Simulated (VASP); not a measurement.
An input for Quantum ESPRESSO's pw.x (written as the equivalent of a VASP run, and not itself run):

```
&CONTROL
  calculation = 'scf'
  pseudo_dir = './pseudo'
  outdir = './out'
  tprnfor = .true.
  tstress = .true.
/
&SYSTEM
  ibrav = 0
  nat = 2
  ntyp = 1
  ecutwfc = 36
  occupations = 'smearing'
  smearing = 'gaussian'
  degauss = 0.003675
  input_dft = 'vdw-df-obk8'
/
&ELECTRONS
  conv_thr = 7.3e-09
  electron_maxstep = 100
/
ATOMIC_SPECIES
  Si 28.085 Si.upf
CELL_PARAMETERS angstrom
     0.0000000    2.7881262    2.7881262
     2.7881262    0.0000000    2.7881262
     2.7881262    2.7881262    0.0000000
ATOMIC_POSITIONS crystal
  Si   0.0000000  0.0000000  0.0000000
  Si   0.2500000  0.2500000  0.2500000
K_POINTS automatic
  8 8 8 0 0 0
```

Task: Write the VASP files for the same calculation (optB88-vdW).

Result: Several could match; the one computed here: 
**INCAR**
```
LASPH = .TRUE.
LUSE_VDW = .TRUE.
ALGO = Normal
AGGAC = 0.0
PARAM1 = 0.1833333333
SYSTEM = Si
EDIFF = 1E-7
ISIF = 2   # forces and stress, cell fixed
NELM = 100
PARAM2 = 0.22
ISMEAR = 0
ENCUT = 520
SIGMA = 0.05   # width (eV)
LCHARG = .FALSE.
GGA = BO
LWAVE = .FALSE.
PREC = Accurate
LREAL = .FALSE.
```

File POSCAR:
```
Si
5.5762520
  0.0000000000   0.5000000395   0.5000000395
  0.5000000395   0.0000000000   0.5000000395
  0.5000000395   0.5000000395   0.0000000000
Si
2
Cartesian
  0.0000000000   0.0000000000   0.0000000000
  0.2500000198   0.2500000198   0.2500000198
```

### KPOINTS
```
Automatic mesh
0
Gamma
8 8 8
0 0 0
```

POTCAR, in this order: Si (PBE.64 set). Program: vasp_std.

The two are equivalent in intent, not identical: the potentials are each code's own (VASP's PAW set, PseudoDojo norm-conserving files in pw.x), so ENCUT and ecutwfc are chosen apart and not converted; conv_thr bounds pw.x's estimated SCF error, while EDIFF bounds the energy change between steps.

The compound is Si in the diamond structure. This cell is one point of a volume scan, at 1.06 of the reference volume.
